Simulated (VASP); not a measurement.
```xyz
2
Lattice="0.0000 3.4843 3.4843 3.4843 0.0000 3.4843 3.4843 3.4843 0.0000" Properties=species:S:1:pos:R:3 pbc="T T T"
Ba     0.0000     0.0000     0.0000
Te     3.4843     3.4843     3.4843
```

These are PBEsol GGA, VASP's PBE PAW potentials (set 64) (plane waves; VASP) values and carry that method's errors. Numerical set-up: 500 eV cut-off, 7×7×7 Γ-centred mesh, Gaussian smearing of 0.050 eV, potentials Ba_sv Te.

### Question
What does the run give for the energy per atom (σ→0)?

### Answer

- energy per atom (σ→0) = -443.4 kJ/mol of atoms

Total energies compare only between runs with the same potentials, cut-off and functional.

The compound is BaTe in the rock salt structure. It was relaxed first.
